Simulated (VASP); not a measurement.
Output of a VASP run:

OUTCAR:
```
 ion  position               nearest neighbor table
   1  0.665  0.667  0.011-   2 2.52   3 2.56   3 2.59   3 2.61   2 2.62   2 2.64   3 2.64   3 2.66
                             2 2.71   2 2.73
   2  0.322  0.341  0.983-   3 2.52   1 2.52   3 2.55   1 2.62   1 2.64   3 2.64   3 2.67   3 2.68
                             1 2.71   1 2.73
   3  0.013  0.993  0.006-   2 2.52   2 2.55   1 2.56   1 2.59   1 2.61   2 2.64   1 2.64   1 2.66
                             2 2.67   2 2.68
  LATTYP: Found a body centered tetragonal cell.
 ALAT       =     3.2100000000
 C/A-ratio  =     2.4454828660
 Subroutine PRICEL returns:
 Original cell was already a primitive cell.
 Subroutine GETGRP returns: Found  1 space group operations
The static configuration has the point symmetry C_1 .
The dynamic configuration has the point symmetry C_1 .
 Subroutine INISYM returns: Found  1 space group operations
 Subroutine IBZKPT returns following result:
 Found    197 irreducible k-points:

 Following reciprocal coordinates:
            Coordinates               Weight
  0.000000  0.000000  0.000000      1.000000
  0.142857  0.000000  0.000000      2.000000
  0.285714  0.000000 -0.000000      2.000000
  0.428571 -0.000000  0.000000      2.000000
  0.000000  0.142857  0.000000      2.000000
  0.142857  0.142857  0.000000      2.000000
  0.285714  0.142857  0.000000      2.000000
  0.428571  0.142857  0.000000      2.000000
 -0.428571  0.142857  0.000000      2.000000
 -0.285714  0.142857  0.000000      2.000000
 -0.142857  0.142857  0.000000      2.000000
  0.000000  0.285714 -0.000000      2.000000
  0.142857  0.285714  0.000000      2.000000
  0.285714  0.285714 -0.000000      2.000000
  0.428571  0.285714 -0.000000      2.000000
 -0.428571  0.285714 -0.000000      2.000000
 -0.285714  0.285714  0.000000      2.000000
 -0.142857  0.285714 -0.000000      2.000000
 -0.000000  0.428571  0.000000      2.000000
  0.142857  0.428571  0.000000      2.000000
  0.285714  0.428571 -0.000000      2.000000
  0.428571  0.428571  0.000000      2.000000
 -0.428571  0.428571  0.000000      2.000000
 -0.285714  0.428571  0.000000      2.000000
 -0.142857  0.428571  0.000000      2.000000
  0.000000  0.000000  0.125000      2.000000
  0.142857 -0.000000  0.125000      2.000000
  0.285714  0.000000  0.125000      2.000000
  0.428571 -0.000000  0.125000      2.000000
 -0.428571  0.000000  0.125000      2.000000
 -0.285714  0.000000  0.125000      2.000000
 -0.142857  0.000000  0.125000      2.000000
 -0.000000  0.142857  0.125000      2.000000
  0.142857  0.142857  0.125000      2.000000
  0.285714  0.142857  0.125000      2.000000
  0.428571  0.142857  0.125000      2.000000
 -0.428571  0.142857  0.125000      2.000000
 -0.285714  0.142857  0.125000      2.000000
 -0.142857  0.142857  0.125000      2.000000
  0.000000  0.285714  0.125000      2.000000
   k-points           NKPTS =    197   k-points in BZ     NKDIM =    197   number of bands    NBANDS=     15
   number of dos      NEDOS =    301   number of ions     NIONS =      3
   total plane-waves  NPLWV =  21952
   dimension x,y,z NGX =    28 NGY =   28 NGZ =   28
   dimension x,y,z NGXF=    56 NGYF=   56 NGZF=   56
   ions per type =               2   1
   PREC   = accura    normal or accurate (medium, high low for compatibility)
   ISTART =      0    job   : 0-new  1-cont  2-samecut
   ICHARG =      2    charge: 1-file 2-atom 10-const
   ISPIN  =      1    spin polarized calculation?
   LNONCOLLINEAR =      F non collinear calculations
   LSORBIT =      F    spin-orbit coupling
   INIWAV =      1    electr: 0-lowe 1-rand  2-diag
   ENCUT  =  300.0 eV  22.05 Ry    4.70 a.u.   6.40  6.40  6.40*2*pi/ulx,y,z
   NELM   =    100;   NELMIN=  2; NELMDL= -5     # of ELM steps
   EDIFF  = 0.1E-05   stopping-criterion for ELM
   LREAL  =      F    real-space projection
   NLSPLINE    = F    spline interpolate recip. space projectors
   LMAXMIX     =    4 max onsite mixed and CHGCAR
...
```

**OSZICAR**
```
       N       E                     dE             d eps       ncg     rms          rms(c)
DAV:   1     0.622801697076E+02    0.62280E+02   -0.86800E+03  6606   0.916E+02
DAV:   2    -0.245941820440E+02   -0.86874E+02   -0.85629E+02  7555   0.247E+02
DAV:   3    -0.259576519075E+02   -0.13635E+01   -0.13393E+01  7485   0.281E+01
DAV:   4    -0.259638619320E+02   -0.62100E-02   -0.62092E-02  7233   0.207E+00
DAV:   5    -0.259639052342E+02   -0.43302E-04   -0.43302E-04  7541   0.155E-01    0.223E+01
DAV:   6    -0.251755816710E+02    0.78832E+00   -0.71040E+00  6981   0.184E+01    0.502E+00
DAV:   7    -0.250422689408E+02    0.13331E+00   -0.10480E+00  6639   0.655E+00    0.462E+00
DAV:   8    -0.250009864548E+02    0.41282E-01   -0.12661E-01  7114   0.283E+00    0.456E-01
DAV:   9    -0.249999182318E+02    0.10682E-02   -0.23971E-03  7233   0.404E-01    0.238E-01
DAV:  10    -0.249998060166E+02    0.11222E-03   -0.65589E-04  7044   0.235E-01    0.587E-02
DAV:  11    -0.249997948245E+02    0.11192E-04   -0.17504E-04  7205   0.103E-01    0.320E-02
DAV:  12    -0.249997922239E+02    0.26006E-05   -0.22814E-05  6645   0.342E-02    0.662E-03
DAV:  13    -0.249997918791E+02    0.34484E-06   -0.57140E-07  3564   0.751E-03
   1 F= -.24999792E+02 E0= -.24999178E+02  d E =-.122819E-02
```

File OUTCAR:
```
------------------------ aborting loop because EDIFF is reached ----------------------------------------
  FORCE on cell =-STRESS in cart. coord.  units (eV):
  Direction    XX          YY          ZZ          XY          YZ          ZX
  --------------------------------------------------------------------------------------
  Total       -0.5394202     -0.6198151     -0.2270023     -0.0992432     -0.1814525     -0.0177632
  in kB      -21.3691898    -24.5540446     -8.9927217     -3.9315293     -7.1882609     -0.7036923
  external PRESSURE =     -18.3053187 kB  Pullay stress =       0.0000000 kB
  volume of cell :       40.44
      direct lattice vectors                 reciprocal lattice vectors
    -1.605000000  1.605000000  3.925000000     0.000000000  0.311526480  0.127388535
     1.605000000 -1.605000000  3.925000000     0.311526480  0.000000000  0.127388535
     1.605000000  1.605000000 -3.925000000     0.311526480  0.311526480  0.000000000
 POSITION                                       TOTAL-FORCE (eV/Angst)
 -----------------------------------------------------------------------------------
      0.01947      0.01505      5.18490        -0.251747     -0.042707      0.652346
      1.60755      1.54753     -1.25516        -0.094938      0.710977     -0.804700
      1.58299     -1.56258      3.92027         0.346685     -0.668270      0.152354
 -----------------------------------------------------------------------------------
    total drift:                                0.000118     -0.000000      0.000073
  FREE ENERGIE OF THE ION-ELECTRON SYSTEM (eV)
  ---------------------------------------------------
  free  energy   TOTEN  =       -24.9997918791 eV

  energy  without entropy=      -24.9985636880  energy(sigma->0) =      -24.99917778
```
(Selected blocks of OUTCAR.)

### POSCAR
```
MoSi2
1
   -1.6050000000     1.6050000000     3.9250000000
    1.6050000000    -1.6050000000     3.9250000000
    1.6050000000     1.6050000000    -3.9250000000
Si Mo
2 1
Direct
  0.6651850000   0.6665610000   0.0107530000
  0.3222030000   0.3409010000  -0.0171110000
  0.0126120000  -0.0074610000   0.0063570000
```

**Question.** Reconstruct the remaining input files.

**Answer.** One answer among several that fit: the input of the run itself, PBEsol GGA, plane waves, VASP's PBE PAW potentials (set 64).

**INCAR**
```
SYSTEM = MoSi2
PREC = Accurate
ENCUT = 300
EDIFF = 1E-6
NELM = 100
ALGO = Normal
LREAL = .FALSE.
LASPH = .TRUE.
ISMEAR = 0
SIGMA = 0.1
GGA = PS
LMAXMIX = 4
LWAVE = .FALSE.
LCHARG = .FALSE.
ISIF = 2
```

### KPOINTS
```
Automatic mesh
0
Gamma
7 7 8
0 0 0
```

POTCAR, in this order: Si Mo_sv (PBE.64 set). Program: vasp_std.

At this cut-off the stress carries a Pulay error, which pulls relaxed volumes low.

The structure is a typed MoSi2 crystal. The cell was not relaxed at this level, atoms are displaced from their ideal sites. The k-mesh is coarse (spacing up to 0.35 per Å, 2π included), so the numbers may not be converged in it.
